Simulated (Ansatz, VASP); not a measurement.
# Ga14Ge17O55 (amorphous 29Ga2O3-71GeO2 (mol %)): VASP beside Ansatz

Wanted: the spread between two codes on one cell, functional and k mesh. The structure shown is the start of the Ansatz relaxation below; VASP solves that cell, so the two are compared at the walk's first step.

Calculated with Ansatz 0.2.0; plane waves, with VASP 6.6.1 beside it; single point at PBE.

## (1) Starting point

The cell holds 86 atoms: 14 Ga, 17 Ge and 55 O. Its edges and angles: a = 10.944 Å, b = 10.944 Å, c = 10.944 Å, α = 90.0°, β = 90.0°, γ = 90.0°. As first built, before any earlier steps moved the atoms (in the runner's words): 86 atoms (14 Fe, 17 Ge, 55 O) placed at random at 3.74 g/cm^3, melted at 5000 K for 10 ps at fixed volume with the Morse and Coulomb pair potential with partial charges (Pedone, Malavasi, Menziani, Cormack and Segre, J. Phys. Chem. B 110, 11780 (2006)). Quenched from 5000 K to 300 K at 100 K/ps and fixed volume, held 5 ps, then minimised at fixed cell. Then Fe was replaced by Ga and the cell scaled by 1.006 (the potential has no terms for the new elements, so the cell is a start for a DFT relaxation).

## (2) Ansatz: relaxation, PBE

Ansatz runs on its default PAW (the set named soft_2) files.

The two programs are compared at the cell with which this relaxation starts, whose forces are those of its first step.

input.yaml reads:

```yaml
crystal:
  lattice:
    - [10.94387, 0.0, 0.0]
    - [0.0, 10.94387, 0.0]
    - [0.0, 0.0, 10.94387]
  atoms:
    - { symbol: Ga, position: [0.18868, 0.74549, 0.05987] }
    - { symbol: Ga, position: [0.53436, 0.02723, 0.26251] }
    - { symbol: Ga, position: [0.57848, 0.07561, 0.9934] }
    - { symbol: Ga, position: [0.1995, 0.24942, 0.76576] }
    - { symbol: Ga, position: [0.7577, 0.72455, 0.64469] }
    - { symbol: Ga, position: [0.40902, 0.57287, 0.16175] }
    - { symbol: Ga, position: [0.44378, 0.04058, 0.71281] }
    - { symbol: Ga, position: [0.53354, 0.32983, 0.10483] }
    - { symbol: Ga, position: [0.71692, 0.00963, 0.73106] }
    - { symbol: Ga, position: [0.02502, 0.06016, 0.77058] }
    - { symbol: Ga, position: [0.42799, 0.80319, 0.85358] }
    - { symbol: Ga, position: [0.81338, 0.9563, 0.3049] }
    - { symbol: Ga, position: [0.6355, 0.79151, 0.19234] }
    - { symbol: Ga, position: [0.24752, 0.14825, 0.51119] }
    - { symbol: Ge, position: [0.86951, 0.65317, 0.35047] }
    - { symbol: Ge, position: [0.56597, 0.85911, 0.51383] }
    - { symbol: Ge, position: [0.27326, 0.02546, 0.96347] }
    - { symbol: Ge, position: [0.63041, 0.29678, 0.78999] }
    - { symbol: Ge, position: [0.35115, 0.51108, 0.89582] }
    - { symbol: Ge, position: [0.22972, 0.98966, 0.24802] }
    - { symbol: Ge, position: [0.67227, 0.66808, 0.93676] }
    - { symbol: Ge, position: [0.80287, 0.4487, 0.12269] }
    - { symbol: Ge, position: [0.19914, 0.82889, 0.63937] }
    - { symbol: Ge, position: [0.94171, 0.1275, 0.52336] }
    - { symbol: Ge, position: [0.83992, 0.93372, 0.99137] }
    - { symbol: Ge, position: [0.00799, 0.67955, 0.82013] }
    - { symbol: Ge, position: [0.9247, 0.37558, 0.8579] }
    - { symbol: Ge, position: [0.72495, 0.24968, 0.34309] }
    - { symbol: Ge, position: [0.50756, 0.56403, 0.65247] }
    - { symbol: Ge, position: [0.17513, 0.72513, 0.34482] }
    - { symbol: Ge, position: [0.4529, 0.37709, 0.4079] }
    - { symbol: O, position: [0.71611, 0.54248, 0.02543] }
    - { symbol: O, position: [0.19064, 0.05528, 0.38058] }
    - { symbol: O, position: [0.16491, 0.84173, 0.22645] }
    - { symbol: O, position: [0.38133, 0.95453, 0.26324] }
    - { symbol: O, position: [0.27139, 0.39263, 0.83375] }
    - { symbol: O, position: [0.54745, 0.65448, 0.21309] }
    - { symbol: O, position: [0.41924, 0.06027, 0.91377] }
    - { symbol: O, position: [0.91909, 0.00354, 0.42844] }
    - { symbol: O, position: [0.22346, 0.05934, 0.10737] }
    - { symbol: O, position: [0.47359, 0.98125, 0.54393] }
    - { symbol: O, position: [0.85207, 0.2351, 0.43772] }
    - { symbol: O, position: [0.54609, 0.71144, 0.57994] }
    - { symbol: O, position: [0.88847, 0.75432, 0.74987] }
    - { symbol: O, position: [0.52723, 0.71989, 0.97013] }
    - { symbol: O, position: [0.55446, 0.42118, 0.72644] }
    - { symbol: O, position: [0.69432, 0.09744, 0.31338] }
    - { symbol: O, position: [0.50828, 0.16597, 0.15142] }
    - { symbol: O, position: [0.8598, 0.97887, 0.13874] }
    - { symbol: O, position: [0.71914, 0.33154, 0.19778] }
    - { symbol: O, position: [0.73502, 0.03047, 0.91401] }
    - { symbol: O, position: [0.60306, 0.87569, 0.36112] }
    - { symbol: O, position: [0.6018, 0.15374, 0.72312] }
    - { symbol: O, position: [0.45128, 0.49271, 0.51828] }
    - { symbol: O, position: [0.26915, 0.63691, 0.25434] }
    - { symbol: O, position: [0.32954, 0.87342, 0.72015] }
    - { symbol: O, position: [0.70409, 0.88964, 0.59259] }
    - { symbol: O, position: [0.56098, 0.90917, 0.7869] }
    - { symbol: O, position: [0.28734, 0.86618, 0.97204] }
    - { symbol: O, position: [0.1841, 0.09275, 0.8573] }
    - { symbol: O, position: [0.02625, 0.26518, 0.81281] }
    - { symbol: O, position: [0.04573, 0.71414, 0.96974] }
    - { symbol: O, position: [0.78295, 0.33772, 0.79706] }
    - { symbol: O, position: [0.59861, 0.31003, 0.41349] }
    - { symbol: O, position: [0.8047, 0.6503, 0.49368] }
    - { symbol: O, position: [0.40704, 0.60684, 0.77587] }
    - { symbol: O, position: [0.28479, 0.61052, 0.00161] }
    - { symbol: O, position: [0.84668, 0.53318, 0.24805] }
    - { symbol: O, position: [0.59805, 0.25978, 0.94359] }
    - { symbol: O, position: [0.13449, 0.71513, 0.73018] }
    - { symbol: O, position: [0.76522, 0.78848, 0.98833] }
    - { symbol: O, position: [0.96236, 0.96436, 0.8998] }
    - { symbol: O, position: [0.80104, 0.77663, 0.27514] }
    - { symbol: O, position: [0.02616, 0.67677, 0.35727] }
    - { symbol: O, position: [0.96846, 0.52366, 0.81839] }
    - { symbol: O, position: [0.32141, 0.16199, 0.67035] }
    - { symbol: O, position: [0.21918, 0.77826, 0.48778] }
    - { symbol: O, position: [0.9014, 0.38567, 0.01714] }
    - { symbol: O, position: [0.87224, 0.08565, 0.66535] }
    - { symbol: O, position: [0.66673, 0.64234, 0.77999] }
    - { symbol: O, position: [0.10673, 0.95364, 0.65194] }
    - { symbol: O, position: [0.08075, 0.18879, 0.5762] }
    - { symbol: O, position: [0.60006, 0.94261, 0.11527] }
    - { symbol: O, position: [0.44993, 0.41688, 0.25173] }
    - { symbol: O, position: [0.34428, 0.26958, 0.43459] }
    - { symbol: O, position: [0.45111, 0.45567, 0.00841] }
kpoints:
  mp_grid: { grid: [1, 1, 1] }
hamiltonian:
  xc: pbe
scf:
  occupations: { method: fermi_dirac, width: 0.025 }
output:
  forces: true
relax:
  f_tol: 0.05
  max_steps: 150
  cell: {}
```

On the command line:

```console
$ ansatz run input.yaml --threads 4 --pin off --max-ram 8192MiB --backend cpu --events-out ev --progress --plain --runs-dir out
```

Numbers of over 12 decimals in the logs are rounded to 6 here.

What it wrote:

```text
Engine: ansatz 0.2.0, x86_64-unknown-linux-gnu
Pseudopotentials: kind: paw
Pseudopotential: Ga, paw, valence charge 13, recommended cutoff 420 eV (normal), Ga.paw.azcp
Pseudopotential: Ge, paw, valence charge 14, recommended cutoff 420 eV (normal), Ge.paw.azcp
Pseudopotential: O, paw, valence charge 6, recommended cutoff 420 eV (normal), O.paw.azcp
Functional definition: PBE
  parameter kappa = 0.804
  parameter beta = 0.066725
  exchange = pbe_x(kappa = kappa, mu = beta*pi^2/3)
  correlation = pbe_c(beta = beta)
Crystal: 86 atoms, lattice volume = 1310.729 Å³
Basis set: ecut = 420 eV, 25677 PW (Γ), exchange–correlation on 150×150×150 points (8 copies of the dense FFT grid, shifted against one another)
Bands: 461, of which v1, the nominal top of the filled ones, is band 375 counted from 1 (374 counted from 0)
Symmetry: 1 space group operations
Space group: P1 (ITA 1), of the structure as read, at distance tolerance 1.1e-4 Å
k-points: 1
Non-local potential: Ga, projectors of the file, l = 0: 2, l = 1: 2, l = 2: 3, l = 3: 1
Non-local potential: Ge, projectors of the file, l = 0: 2, l = 1: 2, l = 2: 3, l = 3: 1
Non-local potential: O, projectors of the file, l = 0: 2, l = 1: 2, l = 2: 1
PAW form: soft (Blöchl's): semilocal exchange-correlation on the pseudo side does not see the compensation charge
PAW one-centre angular grid: Ga, 590 points (default); XC on 64 Gauss nodes
PAW one-centre angular grid: Ge, 590 points (default); XC on 64 Gauss nodes
PAW one-centre angular grid: O, 110 points (default); XC on 64 Gauss nodes
Initial density: superposition of atomic densities (neutral atoms: chi_scale 0, normalization atom), corrected by the library's trained network
Initial wavefunctions: pseudopotential atomic-orbital guess
Functional: x = pbe(κ = 0.804, μ = 0.219515), c = pbe(β = 0.066725)
SCF iter   1: F=—  HF=-157175.099674 eV  |F-HF|=—  |Δ(HF+E_count)|=         —  Δρ=2.97e-3  dr2=1.03e-1  ethr=1.77e-3  ⟨swp⟩=6.0  Hψ=1795  notcnv=0  defer=49
preconditioner: auto → Resta (q_TF=auto, 2.486 Å⁻¹)  ε∞=3.2  [insulator: Δε(μ)=1.123 eV  Ē_g=19.006 eV  σ=0.025 eV  W_gap=1.00  n_scr=340 (ndim 8)  ℏωp=28.1 eV  f_vac=0.247  D(μ)=0.00/eV (n_scr^D=0)  ε∞_Penn≈3.2  vacuum switching on, ρ_ref=2.6e-2 e/Å³]
SCF iter   2: F=—  HF=-157175.091674 eV  |F-HF|=—  |Δ(HF+E_count)|=   8.00e-3  Δρ=1.63e-3  dr2=1.94e-2  ethr=1.38e-5  ⟨swp⟩=2.0  Hψ=911  notcnv=0  defer=81
SCF iter   3: F=—  HF=-157175.092953 eV  |F-HF|=—  |Δ(HF+E_count)|=   1.28e-3  Δρ=7.03e-4  dr2=5.35e-3  ethr=2.59e-6  ⟨swp⟩=2.0  Hψ=654  notcnv=0  defer=81
SCF iter   4: F=—  HF=-157175.093738 eV  |F-HF|=—  |Δ(HF+E_count)|=   7.85e-4  Δρ=2.24e-4  dr2=5.76e-4  ethr=7.13e-7  ⟨swp⟩=2.0  Hψ=641  notcnv=0  defer=81
SCF iter   5: F=—  HF=-157175.093749 eV  |F-HF|=—  |Δ(HF+E_count)|=   1.11e-5  Δρ=1.04e-4  dr2=1.25e-4  ethr=7.68e-8  ⟨swp⟩=2.0  Hψ=641  notcnv=0  defer=81
SCF iter   6: F=—  HF=-157175.093769 eV  |F-HF|=—  |Δ(HF+E_count)|=   2.05e-5  Δρ=3.58e-5  dr2=1.45e-5  ethr=1.67e-8  ⟨swp⟩=2.0  Hψ=616  notcnv=0  defer=81
SCF iter   7: F=—  HF=-157175.091905 eV  |F-HF|=—  |Δ(HF+E_count)|=   1.86e-3  Δρ=1.37e-5  dr2=1.98e-6  ethr=1.94e-9  ⟨swp⟩=2.0  Hψ=742  notcnv=0  defer=81
SCF iter   8: F=—  HF=-157175.091906 eV  |F-HF|=—  |Δ(HF+E_count)|=   7.48e-7  Δρ=4.92e-6  dr2=2.72e-7  ethr=2.64e-10  ⟨swp⟩=2.0  Hψ=641  notcnv=0  defer=81
SCF iter   9: F=-157175.091906 eV  HF=-157175.091906 eV  |F-HF|=1.60e-9  |Δ(HF+E_count)|=   7.26e-8  Δρ=2.09e-6  dr2=4.55e-8  ethr=1.33e-11  ⟨swp⟩=4.0  Hψ=1358  notcnv=0
SCF 1 converged in 9 iterations: F = -157175.091906 eV  dr2 = 4.55e-8
  greatest PAW one-centre occupation: 0.999 electrons in one spin orbital (limit 2), on the Ge atom at site 28 (counted from 0), in its partial waves of l = 2
relax step   1: F+E_penalty+E_count = -157175.09190626 eV  Δ(F+E_penalty+E_count) = +0.000e0 eV  max|allowed force component| = 2.506e0 eV/Å  Δτ_max = 0.0000 Å  P = -1.410 GPa  Ω = 1310.729 Å³  (9 SCF iters, dr2 threshold 1.00e-7 eV, accepted)
Crystal: 86 atoms, lattice volume = 1266.318 Å³
Basis set: ecut = 420 eV, 24763 PW (Γ), exchange–correlation on 150×150×150 points (8 copies of the dense FFT grid, shifted against one another)
Initial density: handed on by an earlier stage of this run
Initial wavefunctions: those handed on with the density
iter 1 solved again at ethr=2.85e-4 eV; its pass at ethr=3.10e-3 eV (dr2=2.14e0 eV) is discarded
SCF iter   1: F=—  HF=-157180.805790 eV  |F-HF|=—  |Δ(HF+E_count)|=         —  Δρ=2.28e-2  dr2=2.15e0  ethr=2.85e-4  ⟨swp⟩=5.0  Hψ=2045  notcnv=0
preconditioner: auto → Resta (q_TF=auto, 2.500 Å⁻¹)  ε∞=3.2  [insulator: Δε(μ)=1.668 eV  Ē_g=19.211 eV  σ=0.025 eV  W_gap=1.00  n_scr=336 (ndim 8)  ℏωp=28.6 eV  f_vac=0.229  D(μ)=0.00/eV (n_scr^D=0)  ε∞_Penn≈3.2]
SCF iter   2: F=—  HF=-157180.408502 eV  |F-HF|=—  |Δ(HF+E_count)|=   3.97e-1  Δρ=1.10e-2  dr2=4.86e-1  ethr=2.85e-4  ⟨swp⟩=5.0  Hψ=832  notcnv=0
[...]
atom  67  O      0.00271844    -0.00124880    -0.00016312
  atom  68  O     -0.00016668    -0.00237722    -0.00197728
  atom  69  O     -0.00019013    -0.00089508    -0.00052103
  atom  70  O      0.00010082     0.00188107    -0.00302388
  atom  71  O      0.00042411    -0.00202467    -0.00079636
  atom  72  O     -0.00073484     0.00092115     0.00034993
  atom  73  O      0.00055917     0.00089356     0.00053659
  atom  74  O     -0.00051852    -0.00011189     0.00064503
  atom  75  O     -0.00001693     0.00190312    -0.00078888
  atom  76  O      0.00180133     0.00083346     0.00075944
  atom  77  O      0.00120809     0.00069585     0.00030353
  atom  78  O     -0.00026989    -0.00086579     0.00195168
  atom  79  O     -0.00075955     0.00135174    -0.00021318
  atom  80  O      0.00005523    -0.00071223    -0.00285919
  atom  81  O      0.00121645     0.00013021    -0.00012502
  atom  82  O      0.00174531    -0.00174737    -0.00021575
  atom  83  O      0.00023006     0.00284605     0.00225992
  atom  84  O      0.00165092    -0.00013368     0.00105984
  atom  85  O      0.00169234     0.00199703    -0.00029275
  atom  86  O      0.00270449    -0.00121122    -0.00165488
  max |Σ_I F_I| component: 3.60e-6 eV/Å
--- Stress (GPa, compression-positive) ---
       -0.001557      -0.003304       0.000911
       -0.003304      -0.004563       0.000673
        0.000911       0.000673      -0.009108
  P = ⅓ Tr σ = -0.0051 GPa (-0.051 kbar)
--- Relaxed structure (21 steps of the walk, 19 accepted, 3 SCFs on fresh bases) ---
  F+E_penalty+E_count = -157183.81727634 eV   max|allowed force component| = 6.573e-3 eV/Å   (the final SCF, on the basis selected at the relaxed cell)
  cell:  # Å, volume = 1198.0448 Å³
    - [10.820363, -0.021531, -0.036346]
    - [-0.021531, 10.685390, 0.050685]
    - [-0.036346, 0.050685, 10.362338]
  atoms:
    - { symbol: Ga, position: [0.204670, 0.720679, 0.068524] }
    - { symbol: Ga, position: [0.525144, 0.026177, 0.281889] }
    - { symbol: Ga, position: [0.572773, 0.074354, 1.005093] }
    - { symbol: Ga, position: [0.201607, 0.243723, 0.784485] }
    - { symbol: Ga, position: [0.779334, 0.707664, 0.629573] }
    - { symbol: Ga, position: [0.428641, 0.578661, 0.154427] }
    - { symbol: Ga, position: [0.432890, 0.050684, 0.687268] }
    - { symbol: Ga, position: [0.533356, 0.322587, 0.117069] }
    - { symbol: Ga, position: [0.709690, 0.014688, 0.724008] }
    - { symbol: Ga, position: [0.010540, 0.049749, 0.786175] }
    - { symbol: Ga, position: [0.430127, 0.798858, 0.832354] }
    - { symbol: Ga, position: [0.797128, 0.971516, 0.316887] }
    - { symbol: Ga, position: [0.650820, 0.788934, 0.185007] }
    - { symbol: Ga, position: [0.222975, 0.177610, 0.495834] }
    - { symbol: Ge, position: [0.884733, 0.654383, 0.348579] }
    - { symbol: Ge, position: [0.570279, 0.869774, 0.531519] }
    - { symbol: Ge, position: [0.281357, 0.011632, 0.966454] }
    - { symbol: Ge, position: [0.627048, 0.298355, 0.795501] }
    - { symbol: Ge, position: [0.382668, 0.489262, 0.886194] }
    - { symbol: Ge, position: [0.234533, 0.994400, 0.253950] }
    - { symbol: Ge, position: [0.703375, 0.676919, 0.903792] }
    - { symbol: Ge, position: [0.809785, 0.453970, 0.113490] }
    - { symbol: Ge, position: [0.177937, 0.838405, 0.643712] }
    - { symbol: Ge, position: [0.930812, 0.147463, 0.522923] }
    - { symbol: Ge, position: [0.835278, 0.939006, 1.008878] }
    - { symbol: Ge, position: [0.011565, 0.655709, 0.840259] }
    - { symbol: Ge, position: [0.919713, 0.360823, 0.858116] }
    - { symbol: Ge, position: [0.712400, 0.273310, 0.364824] }
    - { symbol: Ge, position: [0.506754, 0.577005, 0.643501] }
    - { symbol: Ge, position: [0.177858, 0.735039, 0.347772] }
    - { symbol: Ge, position: [0.441883, 0.381882, 0.414599] }
    - { symbol: O, position: [0.743173, 0.530210, -0.022696] }
    - { symbol: O, position: [0.165636, 0.058547, 0.386309] }
    - { symbol: O, position: [0.143750, 0.850259, 0.220177] }
    - { symbol: O, position: [0.381353, 0.933269, 0.273869] }
    - { symbol: O, position: [0.264539, 0.379686, 0.864662] }
    - { symbol: O, position: [0.573428, 0.644282, 0.210031] }
    - { symbol: O, position: [0.427326, 0.056827, 0.898773] }
    - { symbol: O, position: [0.917722, 0.015051, 0.428533] }
    - { symbol: O, position: [0.222547, 0.079976, 0.106672] }
    - { symbol: O, position: [0.480031, 1.008808, 0.513164] }
    - { symbol: O, position: [0.853741, 0.281074, 0.446879] }
    - { symbol: O, position: [0.522661, 0.710843, 0.534112] }
    - { symbol: O, position: [0.854697, 0.715587, 0.798359] }
    - { symbol: O, position: [0.553303, 0.733206, 0.938948] }
    - { symbol: O, position: [0.514062, 0.416890, 0.754953] }
    - { symbol: O, position: [0.676516, 0.115507, 0.337733] }
    - { symbol: O, position: [0.492668, 0.159409, 0.152506] }
    - { symbol: O, position: [0.849747, 1.019175, 0.152039] }
    - { symbol: O, position: [0.700123, 0.352976, 0.202300] }
    - { symbol: O, position: [0.719482, 0.016294, 0.906343] }
    - { symbol: O, position: [0.627421, 0.887279, 0.361565] }
    - { symbol: O, position: [0.596471, 0.156720, 0.706236] }
    - { symbol: O, position: [0.408557, 0.497402, 0.529190] }
    - { symbol: O, position: [0.266531, 0.647153, 0.235204] }
[...]
- { symbol: O, position: [0.863974, 0.098283, 0.680738] }
    - { symbol: O, position: [0.657320, 0.620755, 0.727204] }
    - { symbol: O, position: [0.068243, 0.956022, 0.644804] }
    - { symbol: O, position: [0.071691, 0.221789, 0.566667] }
    - { symbol: O, position: [0.594476, 0.945319, 0.127550] }
    - { symbol: O, position: [0.445845, 0.423917, 0.247369] }
    - { symbol: O, position: [0.332677, 0.264819, 0.398431] }
    - { symbol: O, position: [0.493190, 0.459358, 0.012899] }
```

In the SCF lines HF is the Harris–Foulkes energy and dr2 the Hartree energy of the density residual, in eV; the loop may stop once dr2 is under the threshold and the program's other checks hold. Hψ counts applications of the Hamiltonian.

(Continued in part 2 of 2.)

[Lines on the potential files, build, host, timing and source positions are cut from VASP's logs without a mark.]

[Logs are printed without paths, hosts, clocks, repeated set-up lines and the standing remarks that a program may print on its own settings, such as how far it seeks lower states.]

[Hosts, paths, dates, database ids (printed as entryN), source tags and the programs' standing remarks are cut or masked in the printed files.]
